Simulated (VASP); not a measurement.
Computed with PBE GGA, VASP's PBE PAW potentials (set 64) (plane waves; VASP).

VASP ran on this input.

KPOINTS:
```
Automatic mesh
0
Gamma
12 12 6
0 0 0
```

POSCAR:
```
Cd
5.73240
  0.2651245552  -0.4592092317   0.0000000000
  0.2651245552   0.4592092317   0.0000000000
  0.0000000000   0.0000000000   1.0000000000
Cd
2
Cartesian
  0.2651245552   0.1530700501   0.2500000000
  0.2651245552  -0.1530700501   0.7500000000
```

**INCAR**
```
# general
SYSTEM =Cd
PREC   =Accurate
ENCUT  =400
LREAL  =.False.
LASPH  =.True.

# electronic loop
EDIFF  =1E-6
NELM   =100
ALGO   =VeryFast
LMAXMIX=4

# smearing
ISMEAR =1
SIGMA  =0.1

# functional
GGA    =PE

# ions
ISIF   =2

# output
LWAVE  =.False.
LCHARG =.False.
```

POTCAR, in this order: Cd (PBE.64 set). Program: vasp_std.

What VASP printed:

### OSZICAR
```
       N       E                     dE             d eps       ncg     rms          rms(c)
RMM:   1     0.259262996112E+03    0.25926E+03   -0.85587E+03  1216   0.107E+03
RMM:   2     0.557332955898E+02   -0.20353E+03   -0.21712E+03  1216   0.308E+02
RMM:   3     0.818615797964E+01   -0.47547E+02   -0.44528E+02  1216   0.134E+02
RMM:   4    -0.842131349960E+00   -0.90283E+01   -0.71221E+01  1216   0.541E+01
RMM:   5    -0.151347644973E+01   -0.67135E+00   -0.61531E+00  1216   0.172E+01
RMM:   6    -0.156941037426E+01   -0.55934E-01   -0.48174E-01  1216   0.409E+00
RMM:   7    -0.157558499288E+01   -0.61746E-02   -0.54759E-02  1216   0.126E+00
RMM:   8    -0.157636292102E+01   -0.77793E-03   -0.70020E-03  1216   0.425E-01
RMM:   9    -0.157646015814E+01   -0.97237E-04   -0.91057E-04  2823   0.159E-01
RMM:  10    -0.157647502272E+01   -0.14865E-04   -0.13205E-04  2731   0.576E-02
RMM:  11    -0.157647627012E+01   -0.12474E-05   -0.11784E-05  2250   0.198E-02
RMM:  12    -0.157647647092E+01   -0.20080E-06   -0.19583E-06  1872   0.777E-03    0.394E+00
RMM:  13    -0.149249134246E+01    0.83985E-01   -0.25319E-01  4855   0.520E+00    0.319E+00
RMM:  14    -0.148884370754E+01    0.36476E-02   -0.20472E-02  4078   0.129E+00    0.155E+00
RMM:  15    -0.148921529511E+01   -0.37159E-03   -0.22306E-03  4022   0.686E-01    0.677E-02
RMM:  16    -0.148927323250E+01   -0.57937E-04   -0.36183E-05  2780   0.731E-02    0.278E-02
RMM:  17    -0.148928596484E+01   -0.12732E-04   -0.20119E-05  2639   0.467E-02    0.229E-03
RMM:  18    -0.148928640411E+01   -0.43926E-06   -0.70410E-07  1673   0.125E-02
   1 F= -.14892864E+01 E0= -.14895174E+01  d E =0.692893E-03
```

OUTCAR:
```
------------------------ aborting loop because EDIFF is reached ----------------------------------------
  FORCE on cell =-STRESS in cart. coord.  units (eV):
  Direction    XX          YY          ZZ          XY          YZ          ZX
  --------------------------------------------------------------------------------------
  Total       -0.4866224     -0.4866225      0.2167126      0.0000000      0.0000000      0.0000000
  in kB      -16.9981894    -16.9981917      7.5699808      0.0000000      0.0000000      0.0000000
  external PRESSURE =      -8.8088001 kB  Pullay stress =       0.0000000 kB
  volume of cell :       45.87
      direct lattice vectors                 reciprocal lattice vectors
     1.519800000 -2.632371000  0.000000000     0.328990657 -0.189942831  0.000000000
     1.519800000  2.632371000  0.000000000     0.328990657  0.189942831  0.000000000
     0.000000000  0.000000000  5.732400000     0.000000000  0.000000000  0.174447003
 POSITION                                       TOTAL-FORCE (eV/Angst)
 -----------------------------------------------------------------------------------
      1.51980      0.87746      1.43310        -0.000000      0.000000      0.000000
      1.51980     -0.87746      4.29930         0.000000     -0.000000      0.000000
 -----------------------------------------------------------------------------------
    total drift:                                0.000013      0.000207      0.000002
  FREE ENERGIE OF THE ION-ELECTRON SYSTEM (eV)
  ---------------------------------------------------
  free  energy   TOTEN  =        -1.4892864041 eV

  energy  without entropy=       -1.4899792974  energy(sigma->0) =       -1.48951737
```
(Selected blocks of OUTCAR.)

File OUTCAR:
```
 val. band max:        2.5695655949   @ k =   0.4167   0.0000   0.0000

 cond. band min:       2.6574579062   @ k =   0.3333   0.3333   0.1667


 Fermi energy:         2.6114755743

 k-point     1 :       0.0000    0.0000    0.0000
  band No.  band energies     occupation
      1      -7.0882      2.00000
      2      -6.8617      2.00000
      3      -6.5564      2.00000
      4      -6.5564      2.00000
      5      -6.5125      2.00000
      6      -6.5125      2.00000
      7      -6.0976      2.00000
      8      -6.0976      2.00000
      9      -5.9053      2.00000
     10      -5.8764      2.00000
     11      -5.8764      2.00000
     12      -0.5079      2.00000
     13      -0.2120      2.00000
     14      12.7576      0.00000
     15      16.7628      0.00000
     16      16.7944      0.00000

 k-point     2 :       0.0833    0.0000    0.0000
  band No.  band energies     occupation
      1      -7.0272      2.00000
      2      -6.8131      2.00000
      3      -6.5764      2.00000
      4      -6.5319      2.00000
      5      -6.4998      2.00000
      6      -6.4575      2.00000
      7      -6.1427      2.00000
      8      -6.1165      2.00000
      9      -5.9512      2.00000
     10      -5.8754      2.00000
     11      -5.7534      2.00000
     12      -0.4046      2.00000
     13       0.0356      2.00000
     14      12.9668      0.00000
     15      14.3588      0.00000
     16      15.6108      0.00000

 k-point     3 :       0.1667    0.0000    0.0000
  band No.  band energies     occupation
      1      -6.9295      2.00000
      2      -6.7321      2.00000
      3      -6.6326      2.00000
      4      -6.5051      2.00000
      5      -6.3415      2.00000
      6      -6.3053      2.00000
      7      -6.2894      2.00000
      8      -6.1657      2.00000
      9      -6.1087      2.00000
     10      -5.8764      2.00000
     11      -5.2482      2.00000
     12      -0.0711      2.00000
     13       0.7290      2.00000
...
```

The compound is Cd in the hcp structure. The cell was not relaxed at this level. The run is one of a series of settings (ALGO = VeryFast against the base run), some of them coarse on purpose.
